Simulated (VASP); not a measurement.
Given:

```
CeS
1.0
    0.00000     2.78268     2.78268
    2.78268     0.00000     2.78268
    2.78268     2.78268     0.00000
Ce S
1 1
Direct
  0.00000   0.00000   0.00000
  0.50000   0.50000   0.50000
```

Computed with LDA (Ceperley-Alder, Perdew-Zunger), VASP's LDA PAW potentials (set 64) (plane waves; VASP). Numerical set-up: 400 eV cut-off, Gaussian smearing of 0.050 eV, potentials Ce S.

### Question
Give the energies of bands 6 to 12 at the high-symmetry points, in eV from the Fermi level.

### Answer

| band | Γ | X | U | L | W |
|---|---|---|---|---|---|
| 6 | -3.21 | -3.34 | -4.44 | -6.03 | -4.85 |
| 7 | -3.21 | -3.13 | -4.00 | -4.91 | -3.55 |
| 8 | -3.21 | -3.13 | -3.51 | -4.91 | -3.55 |
| 9 | 0.07 | -2.10 | -0.76 | 0.04 | -0.16 |
| 10 | 0.22 | 0.30 | 0.23 | 0.17 | -0.16 |
| 11 | 0.22 | 0.32 | 0.26 | 0.17 | 0.36 |
| 12 | 0.22 | 0.41 | 0.38 | 0.43 | 0.36 |

It has no gap at this level: it comes out as a metal or semimetal.

The structure comes from a computed database's CeS entry (Fm-3m); how it stands against other phases isn't given here. It was relaxed first, which changed the volume by -6 %. The run is not spin-polarised, so no magnetic state was tried.
